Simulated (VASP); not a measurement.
SnO₂ (rutile) relaxed at rising pressure, in one space group throughout; other phases were not tried. The pressures are those reached. Method: PBE GGA, VASP's PBE PAW potentials (set 64) (plane waves; VASP).

```json
[
 {"P (GPa)": "-0.15", "V (Å³/atom)": "12.615", "k-mesh": "5×5×7"},
 {"P (GPa)": "4.77", "V (Å³/atom)": "12.271", "k-mesh": "5×5×7"},
 {"P (GPa)": "9.78", "V (Å³/atom)": "11.977", "k-mesh": "5×5×7"},
 {"P (GPa)": "20.01", "V (Å³/atom)": "11.480", "k-mesh": "5×5×7"},
 {"P (GPa)": "30.01", "V (Å³/atom)": "11.084", "k-mesh": "5×5×7"}
]
```

Problem. Fit an equation of state and predict the volume at 44.96 GPa.

Solution. Least squares on the third-order Birch-Murnaghan form, P = (3B0/2)(y⁷ − y⁵)[1 + (3/4)(B′ − 4)(y² − 1)] with y = (V0/V)^(1/3), gives V0 = 12.602 Å³/atom, B0 = 169 GPa and B′ = 5.0, and so 10.610 Å³/atom. The run gave 10.603 Å³/atom, -0.1 % from the fit.

Pressures at which the relaxation failed are left out.

The compound is SnO2 in the rutile structure.
